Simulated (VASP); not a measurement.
Given:

```
CELL_PARAMETERS angstrom
      0.00000     1.98793     1.98793
      1.98793     0.00000     1.98793
      1.98793     1.98793     0.00000
ATOMIC_POSITIONS crystal
  Li 0.00000 0.00000 0.00000
  H  0.50000 0.50000 0.50000
```

The numbers are results of PBEsol GGA, VASP's PBE PAW potentials (set 64) (plane waves; VASP), not measurements. Run with 520 eV cut-off, 11×11×11 Γ-centred mesh, Gaussian smearing of 0.050 eV, potentials Li_sv H.

Q: Predict the energy per atom (σ→0).

A: 
```
Property                       Result
---------------------  --------------
energy per atom (σ→0)  -3.060 eV/atom
```

Total energies compare only between runs with the same potentials, cut-off and functional.

The compound is LiH in the rock salt structure. It was relaxed first, which changed the volume by -7 %.
